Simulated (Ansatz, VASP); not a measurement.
# Cross-check of YTiO3 between VASP and Ansatz, part 2 of 2

Wanted: the spread between two codes on one cell, functional and k mesh. The cell is taken from a series of runs on this material, whose earlier steps may have relaxed, scaled, displaced or heated it; both programs get it as it stands.

VASP 6.6.1 and Ansatz 0.2.0.

So far. Step 2 (Ansatz: single point, r2SCAN): The run ends at a pressure of -11.29 GPa, with forces up to 0.12 eV/Å.

## Step 3: VASP: single point, r2SCAN

Level of this step: r2SCAN, no spin polarisation; plane waves and PAW (Y_sv_GW, Ti_sv_GW, O_GW) (VASP).

The same cell, functional, mesh and smearing now go to VASP, with its own data sets and cutoff.

Lines of VASP's logs that name or quote its potential files are left out, and so is its time.

The input, INCAR:

```
SYSTEM = YTiO3
PREC = Accurate
ENCUT = 670
EDIFF = 1E-06
NELM = 100
ISMEAR = 0
SIGMA = 0.05
LREAL = .FALSE.
ALGO = Normal
METAGGA = R2SCAN
LASPH = .TRUE.
NBANDS = 102
LORBIT = 11
LWAVE = .FALSE.
LCHARG = .FALSE.
KPAR = 4
ISIF = 2
```

The input, POSCAR:

```
YTiO3
1.0
    5.7670135496      0.0000000000      0.0000000000
    0.0000000000      7.7772699627      0.0000000000
    0.0000000000      0.0000000000      5.4083297983
Y Ti O
4 4 12
Direct
    0.0736439628      0.2500000000      0.9804170604
    0.4263560372      0.7500000000      0.4804170604
    0.5736439628      0.2500000000      0.5195829396
    0.9263560372      0.7500000000      0.0195829396
    0.5000000000      0.0000000000      0.0000000000
    0.0000000000      0.0000000000      0.5000000000
    0.0000000000      0.5000000000      0.5000000000
    0.5000000000      0.5000000000      0.0000000000
    0.4624228370      0.2500000000      0.1111605575
    0.0375771630      0.7500000000      0.6111605575
    0.9624228370      0.2500000000      0.3888394425
    0.5375771630      0.7500000000      0.8888394425
    0.3018399079      0.0570166508      0.6897444605
    0.1981600921      0.9429833492      0.1897444605
    0.8018399079      0.4429833492      0.8102555395
    0.6981600921      0.5570166508      0.3102555395
    0.6981600921      0.9429833492      0.3102555395
    0.8018399079      0.0570166508      0.8102555395
    0.1981600921      0.5570166508      0.1897444605
    0.3018399079      0.4429833492      0.6897444605
```

The input, KPOINTS:

```
Automatic mesh
0
Gamma
5 4 5
0 0 0
```

PAW data sets: Y_sv_GW, Ti_sv_GW and O_GW (PBE family, release 64).

Run with:

```bash
mpirun -np 4 vasp_std
```

Numbers of over 12 decimals in the logs are rounded to 6 here.

Output:

```text
[banner, memory and clock lines left out]
running    4 mpi-ranks, on    1 nodes
 distrk:  each k-point on    1 cores,    4 groups
 distr:  one band on    1 cores,    1 groups

 POSCAR found type information on POSCAR Y TiO
 POSCAR found :  3 types and      20 ions
|                                                                             |
|               ----> ADVICE to this user running VASP <----                  |
|                                                                             |
|     You have a (more or less) 'large supercell' and for larger cells it     |
|     might be more efficient to use real-space projection operators.         |
|     Therefore, try LREAL= Auto in the INCAR file.                           |
|     Mind: For very accurate calculation, you might also keep the            |
|     reciprocal projection scheme (i.e. LREAL=.FALSE.).                      |
|                                                                             |

|                                                                             |
|               ----> ADVICE to this user running VASP <----                  |
|                                                                             |
|     You enforced a specific xc type in the INCAR file but a different       |
|     [... a line on the potential file left out ...]
|     I HOPE YOU KNOW WHAT YOU ARE DOING!                                     |
|                                                                             |

 LDA part: xc-table for (None), standard interpolation
 POSCAR, INCAR and KPOINTS ok, starting setup
 FFT: planning ... GRIDC
 FFT: planning ... GRID_SOFT
 FFT: planning ... GRID
 WAVECAR not read
 entering main loop
       N       E                     dE             d eps       ncg     rms          rms(c)
DAV:   1     0.379272725011E+04    0.37927E+04   -0.88345E+04  5972   0.216E+03
DAV:   2     0.429993128362E+03   -0.33627E+04   -0.32253E+04  8484   0.117E+03
DAV:   3    -0.307306991687E+03   -0.73730E+03   -0.70373E+03 10770   0.617E+02
DAV:   4    -0.407446466757E+03   -0.10014E+03   -0.98709E+02 10512   0.227E+02
DAV:   5    -0.417694555594E+03   -0.10248E+02   -0.10103E+02 10496   0.845E+01    0.200E+02
DAV:   6    -0.288592310359E+03    0.12910E+03   -0.21022E+02 10072   0.103E+02    0.216E+01
DAV:   7    -0.292049876617E+03   -0.34576E+01   -0.37253E+01 10080   0.572E+01    0.181E+01
DAV:   8    -0.292476277167E+03   -0.42640E+00   -0.52415E+00 10496   0.201E+01    0.138E+01
DAV:   9    -0.292674734557E+03   -0.19846E+00   -0.14422E+00 10416   0.913E+00    0.986E+00
DAV:  10    -0.292781029205E+03   -0.10629E+00   -0.11576E+00  9520   0.102E+01    0.479E+00
DAV:  11    -0.292733169853E+03    0.47859E-01   -0.38314E-01 10232   0.445E+00    0.439E+00
DAV:  12    -0.292743753875E+03   -0.10584E-01   -0.96541E-02  9760   0.222E+00    0.599E+00
DAV:  13    -0.292743708012E+03    0.45863E-04   -0.41082E-02 10136   0.103E+00    0.165E+00
DAV:  14    -0.292744637241E+03   -0.92923E-03   -0.15954E-02 10576   0.661E-01    0.365E+00
[...]
DAV:  18    -0.292745119589E+03   -0.32132E-04   -0.39809E-04 10144   0.705E-02    0.119E-01
DAV:  19    -0.292745163536E+03   -0.43947E-04   -0.26747E-04  8096   0.652E-02    0.621E-01
DAV:  20    -0.292745153198E+03    0.10338E-04   -0.10435E-04  6808   0.467E-02    0.418E-01
DAV:  21    -0.292745155600E+03   -0.24018E-05   -0.34468E-05  5184   0.246E-02    0.360E-01
DAV:  22    -0.292745158172E+03   -0.25718E-05   -0.14234E-05  4536   0.174E-02    0.371E-01
DAV:  23    -0.292745150581E+03    0.75906E-05   -0.26989E-05  6648   0.252E-02    0.167E-01
DAV:  24    -0.292745149570E+03    0.10111E-05   -0.74535E-06  5464   0.173E-02    0.859E-02
DAV:  25    -0.292745149911E+03   -0.34076E-06   -0.15738E-06  4536   0.106E-02
   1 F= -.29274515E+03 E0= -.29273487E+03  d E =-.205606E-01
```

Parts of OUTCAR (step 3):

```text
ion  position               nearest neighbor table
   1  0.074  0.250  0.980-  11 2.30
   2  0.426  0.750  0.480-  12 2.30
   3  0.574  0.250  0.520-   9 2.30
   4  0.926  0.750  0.020-  10 2.30
   5  0.500  0.000  0.000-   9 2.05  12 2.05  14 2.07  18 2.07  17 2.08  13 2.08
   6  0.000  0.000  0.500-  10 2.05  11 2.05  13 2.07  17 2.07  14 2.08  18 2.08
   7  0.000  0.500  0.500-  10 2.05  11 2.05  16 2.07  20 2.07  19 2.08  15 2.08
   8  0.500  0.500  0.000-   9 2.05  12 2.05  15 2.07  19 2.07  16 2.08  20 2.08
   9  0.462  0.250  0.111-   5 2.05   8 2.05   3 2.30
  10  0.038  0.750  0.611-   6 2.05   7 2.05   4 2.30
  11  0.962  0.250  0.389-   6 2.05   7 2.05   1 2.30
  12  0.538  0.750  0.889-   5 2.05   8 2.05   2 2.30
  13  0.302  0.057  0.690-   6 2.07   5 2.08
  14  0.198  0.943  0.190-   5 2.07   6 2.08
  15  0.802  0.443  0.810-   8 2.07   7 2.08
  16  0.698  0.557  0.310-   7 2.07   8 2.08
  17  0.698  0.943  0.310-   6 2.07   5 2.08
  18  0.802  0.057  0.810-   5 2.07   6 2.08
  19  0.198  0.557  0.190-   8 2.07   7 2.08
  20  0.302  0.443  0.690-   7 2.07   8 2.08

  LATTYP: Found a simple orthorhombic cell.
 ALAT       =     5.4083297983
 B/A-ratio  =     1.0663206137
 C/A-ratio  =     1.4380169577

 Subroutine GETGRP returns: Found  8 space group operations
 (whereof  2 operations were pure point group operations)

The static configuration has the point symmetry S_2 .
 The point group associated with its full space group is D_2h.

 Found     27 irreducible k-points:

   k-points           NKPTS =     27   k-points in BZ     NKDIM =     27   number of bands    NBANDS=    102

   dimension x,y,z NGX =    50 NGY =   70 NGZ =   48
   dimension x,y,z NGXF=   100 NGYF=  140 NGZF=   96

   ENCUT  =  670.0 eV  49.24 Ry    7.02 a.u.  12.17 16.41 11.41*2*pi/ulx,y,z

   NELECT =     164.0000    total number of electrons

 k-points in reciprocal lattice and weights: Automatic mesh
   0.00000000  0.00000000  0.00000000       0.010
   0.20000000  0.00000000  0.00000000       0.020
   0.40000000  0.00000000  0.00000000       0.020
   0.00000000  0.25000000  0.00000000       0.020
   0.20000000  0.25000000  0.00000000       0.040
   0.40000000  0.25000000  0.00000000       0.040
   0.00000000  0.50000000  0.00000000       0.010
   0.20000000  0.50000000  0.00000000       0.020
   0.40000000  0.50000000  0.00000000       0.020
[...]
0.20000000  0.50000000  0.40000000       0.040
   0.40000000  0.50000000  0.40000000       0.040

 average (electrostatic) potential at core
       1-104.8330       2-104.8330       3-104.8330       4-104.8330       5-101.9512
       6-101.9512       7-101.9512       8-101.9512       9 -71.7394      10 -71.7394
      11 -71.7394      12 -71.7394      13 -71.6253      14 -71.6253      15 -71.6253
      16 -71.6253      17 -71.6253      18 -71.6253      19 -71.6253      20 -71.6253

 E-fermi :   9.1245

 k-point     1 :       0.0000    0.0000    0.0000
  band No.  band energies     occupation
    ...
     80       4.8127      2.00000
     81       8.5633      2.00000
     82       8.7254      2.00000
     83       8.7363      2.00000
     84       9.0742      1.84481
     85       9.2807      0.00001
     86       9.6158      0.00000
     87       9.7816      0.00000
     88       9.8951      0.00000
     89       9.9086      0.00000
    ...

 k-point     2 :       0.2000    0.0000    0.0000
  band No.  band energies     occupation
    ...
     79       4.5802      2.00000
     80       4.7408      2.00000
     81       8.7088      2.00000
     82       8.8618      2.00000
     83       8.9336      2.00000
     84       9.1967      0.04112
     85       9.3434      0.00000
     86       9.5523      0.00000
     87       9.7973      0.00000
     88       9.8238      0.00000
    ...

 k-point     3 :       0.4000    0.0000    0.0000
  band No.  band energies     occupation
    ...
     77       4.2278      2.00000
     78       4.4707      2.00000
     79       4.5006      2.00000
     80       4.5259      2.00000
     81       8.9551      2.00000
     82       9.1752      0.15170
     83       9.2893      0.00000
     84       9.2977      0.00000
     85       9.4445      0.00000
     86       9.4905      0.00000
    ...

  Total      -19.3199106    -17.7394207    -18.0984718      0.0000000      0.0000000      0.0000000
  in kB     -127.6069660   -117.1679150   -119.5394284      0.0000000      0.0000000      0.0000000
  external PRESSURE =    -121.4381031 kB  Pullay stress =       0.0000000 kB

  energy-cutoff  :      670.00
  volume of cell :      242.57
      direct lattice vectors                 reciprocal lattice vectors
     5.767013550  0.000000000  0.000000000     0.173399974  0.000000000  0.000000000
     0.000000000  7.777269963  0.000000000     0.000000000  0.128579824  0.000000000
     0.000000000  0.000000000  5.408329798     0.000000000  0.000000000  0.184899967

 POSITION                                       TOTAL-FORCE (eV/Angst)
 -----------------------------------------------------------------------------------
      0.42471      1.94432      5.30242         0.006385      0.000000      0.015504
      2.45880      5.83295      2.59825        -0.006385      0.000000      0.015504
      3.30821      1.94432      2.81008         0.006385      0.000000     -0.015504
      5.34231      5.83295      0.10591        -0.006385      0.000000     -0.015504
      2.88351      0.00000      0.00000         0.000000      0.000000      0.000000
      0.00000      0.00000      2.70416         0.000000      0.000000      0.000000
      0.00000      3.88863      2.70416         0.000000      0.000000      0.000000
      2.88351      3.88863      0.00000         0.000000      0.000000      0.000000
      2.66680      1.94432      0.60119        -0.103912      0.000000     -0.060414
      0.21671      5.83295      3.30536         0.103912      0.000000     -0.060414
      5.55031      1.94432      2.10297        -0.103912      0.000000      0.060414
      3.10021      5.83295      4.80714         0.103912      0.000000      0.060414
      1.74071      0.44343      3.73037         0.005802      0.030891      0.101075
      1.14279      7.33384      1.02620        -0.005802     -0.030891      0.101075
      4.62422      3.44520      4.38213         0.005802     -0.030891     -0.101075
      4.02630      4.33207      1.67796        -0.005802      0.030891     -0.101075
      4.02630      7.33384      1.67796        -0.005802     -0.030891     -0.101075
      4.62422      0.44343      4.38213         0.005802      0.030891     -0.101075
      1.14279      4.33207      1.02620        -0.005802      0.030891      0.101075
      1.74071      3.44520      3.73037         0.005802     -0.030891      0.101075
 -----------------------------------------------------------------------------------
    total drift:                                0.000000      0.000000     -0.000000

  FREE ENERGIE OF THE ION-ELECTRON SYSTEM (eV)
  ---------------------------------------------------
  free  energy   TOTEN  =      -292.7451499109 eV

  energy  without entropy=     -292.7245893067  energy(sigma->0) =     -292.73486961

 total charge
# of ion       s       p       d       f       tot
--------------------------------------------------
    1        1.551   5.434   0.346   0.014   7.345
    2        1.551   5.434   0.346   0.014   7.345
    3        1.551   5.434   0.346   0.014   7.345
    4        1.551   5.434   0.346   0.014   7.345
    5        2.155   6.011   1.522   0.026   9.714
    6        2.155   6.011   1.522   0.026   9.714
    7        2.155   6.011   1.522   0.026   9.714
    8        2.155   6.011   1.522   0.026   9.714
    9        1.533   3.478   0.000   0.000   5.010
   10        1.533   3.478   0.000   0.000   5.010
   11        1.533   3.478   0.000   0.000   5.010
   12        1.533   3.478   0.000   0.000   5.010
   13        1.530   3.453   0.000   0.000   4.982
   14        1.530   3.453   0.000   0.000   4.982
   15        1.530   3.453   0.000   0.000   4.982
   16        1.530   3.453   0.000   0.000   4.982
   17        1.530   3.453   0.000   0.000   4.982
   18        1.530   3.453   0.000   0.000   4.982
   19        1.530   3.453   0.000   0.000   4.982
   20        1.530   3.453   0.000   0.000   4.982
--------------------------------------------------
tot         33.194  87.311   7.469   0.161 128.134

[... 3 further parts left out ...]
```

The run ends at a pressure of -12.14 GPa, with forces up to 0.12 eV/Å.

## Step 4: Comparison

Known differences besides the potentials themselves: VASP keeps PBE cores, Ansatz makes them for the functional; the cutoff is 500 eV in Ansatz and 670 eV in VASP. Total energies have different zeros and are not compared.

Both answers:

```csv
quantity,Ansatz,VASP,difference
pressure (GPa),-11.29,-12.14,+0.85
pressure without Ansatz's Pulay correction (GPa),-11.39,-12.14,+0.76
```

Forces on 10 of the 20 atoms, those with the largest forces and the largest differences (eV/Å; atoms numbered as in POSCAR):

```csv
atom,"Ansatz x, y, z","VASP x, y, z"
Y1,"0.023, 0.000, 0.038","0.006, 0.000, 0.016"
Y2,"-0.023, 0.000, 0.038","-0.006, 0.000, 0.016"
Y3,"0.023, 0.000, -0.038","0.006, 0.000, -0.016"
O9,"-0.103, 0.000, -0.056","-0.104, 0.000, -0.060"
O10,"0.103, 0.000, -0.056","0.104, 0.000, -0.060"
O11,"-0.103, 0.000, 0.056","-0.104, 0.000, 0.060"
O12,"0.103, 0.000, 0.056","0.104, 0.000, 0.060"
O16,"-0.008, 0.034, -0.099","-0.006, 0.031, -0.101"
O17,"-0.008, -0.034, -0.099","-0.006, -0.031, -0.101"
O18,"0.008, 0.034, -0.099","0.006, 0.031, -0.101"
```

The forces differ by 7.4 meV/Å r.m.s., which is 15.0 % of the r.m.s. force of 0.05 eV/Å (both taken over all components). VASP's last cycles still show a density residual of 9e-03, so its state may not be settled. Ansatz's pressure holds a Pulay correction of 0.09 GPa; VASP's holds none.

## Step 5: What came out

```
r.m.s. force difference (single point, r2SCAN) : 7.4 meV/Å
difference in pressure (single point, r2SCAN)  : 0.85 GPa
```

What this shows: The difference in pressure is 0.85 GPa (single point, r2SCAN), within the 1 GPa picked in this series as the mark of a large difference. Such differences can come from data sets, numerical settings and the points named under the comparisons, not from the functional's error against experiment.

[Lines on the potential files, build, host, timing and source positions are cut from VASP's logs without a mark.]

[Logs are printed without paths, hosts, clocks, repeated set-up lines and the standing remarks that a program may print on its own settings, such as how far it seeks lower states.]

[Hosts, paths, dates, database ids (printed as entryN), source tags and the programs' standing remarks are cut or masked in the printed files.]
